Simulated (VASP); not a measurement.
The input files of a VASP run:

**KPOINTS**
```
Automatic mesh
0
Monkhorst-Pack
7 7 7
0 0 0
```

File POSCAR:
```
Na2S
1
    0.0000000000     3.3052350000     3.2603140000
    3.2590900000     0.0000000000     3.2603140000
    3.2590900000     3.3052350000     0.0000000000
Na S
2 1
Direct
  0.2500000000   0.2500000000   0.2500000000
  0.7500000000   0.7500000000   0.7500000000
 -0.0113440000   0.0113440000   0.0113440000
```

### INCAR
```
# general
SYSTEM = Na2S
PREC   = Accurate
ENCUT  = 400
LREAL  = F
LASPH  = T

# electronic loop
EDIFF  = 1E-6
NELM   = 100
ALGO   = Normal

# smearing
ISMEAR = 0
SIGMA  = 0.05

# functional
GGA    = PE

# ions
ISIF   = 2

# output
LWAVE  = F
LCHARG = F
```

POTCAR, in this order: Na_pv S (PBE.64 set). Program: vasp_std.

Translate this PBE calculation to Ansatz.

One equivalent input (not run):
Ansatz 0.2 input:
```yaml
crystal:
  lattice:
    - [0.0000000, 3.3052350, 3.2603140]
    - [3.2590900, 0.0000000, 3.2603140]
    - [3.2590900, 3.3052350, 0.0000000]
  atoms:
    - { symbol: Na, position: [0.2500000, 0.2500000, 0.2500000] }
    - { symbol: Na, position: [0.7500000, 0.7500000, 0.7500000] }
    - { symbol: S, position: [-0.0113440, 0.0113440, 0.0113440] }
kpoints:
  mp_grid: { grid: [7, 7, 7] }
hamiltonian:
  xc: pbe
  pseudopotentials: { kind: paw }
scf:
  occupations: { method: gaussian, width: 0.05 }
  max_iter: 100
output: { forces: true, stress: true, eigenvalues: true }
```
What does not carry over: each code has its own PAW files, so the cut-off isn't converted (ENCUT is set for VASP's; basis.ecutwfc is left out, and Ansatz then takes the one that its files recommend); Ansatz stops its SCF on the density residual and VASP on the energy change (EDIFF).

The compound is Na2S in the antifluorite structure. The cell was not relaxed at this level, atoms are displaced from their ideal sites. The run is one of a series of settings (KPOINTS 7×7×7 Monkhorst-Pack mesh against the base run), some of them coarse on purpose.
